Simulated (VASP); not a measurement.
Here is the system:

```yaml
crystal:
  lattice:
    - [0.00000, 1.76790, 1.76790]
    - [1.76790, 0.00000, 1.76790]
    - [1.76790, 1.76790, 0.00000]
  atoms:
    - { symbol: C, position: [0.50000, 0.50000, 0.50000] }
    - { symbol: C, position: [0.75000, 0.75000, 0.75000] }
```

Computed with LDA (Ceperley-Alder, Perdew-Zunger), VASP's LDA PAW potentials (set 64) (plane waves; VASP 6.6.1). Numerical set-up: 520 eV cut-off, Gaussian smearing of 0.050 eV, potentials C.

Give the energies of bands 2 to 7 at the high-symmetry points, in eV from the valence-band maximum.

```
band     Γ       X       U       L       W
----  ----  ------  ------  ------  ------
2     0.00  -12.79  -11.76  -13.65  -11.92
3     0.00   -6.45   -9.61   -2.86   -8.59
4     0.00   -6.45   -5.49   -2.86   -8.59
5     5.62    4.76    5.69    8.49   10.56
6     5.62    4.76   10.85    8.49   10.56
7     5.62   17.03   14.54    9.37   12.68
```

The gap is indirect, 4.16 eV, from the valence maximum at Γ to the conduction minimum at Γ-X at 0.71.

The structure comes from a computed database's C entry (Fd-3m); how it stands against other phases isn't given here. It was relaxed first.
